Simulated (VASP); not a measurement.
Input:

```xyz
2
Lattice="0.0000 2.8036 2.8036 2.8036 0.0000 2.8036 2.8036 2.8036 0.0000" Properties=species:S:1:pos:R:3 pbc="T T T"
Ba     0.0000     0.0000     0.0000
O      2.8036     2.8036     2.8036
```

All values below come from PW91 GGA, VASP's PBE PAW potentials (set 64) (plane waves; VASP). Settings: 520 eV cut-off, 7×7×7 Γ-centred mesh, Gaussian smearing of 0.050 eV, potentials Ba_sv O.

Estimate the energy per atom (σ→0).

```
Quantity                        Value
---------------------  --------------
energy per atom (σ→0)  -5.981 eV/atom
```

Total energies compare only between runs with the same potentials, cut-off and functional.

The compound is BaO in the rock salt structure. It was relaxed first. The start is the result of an earlier pass.
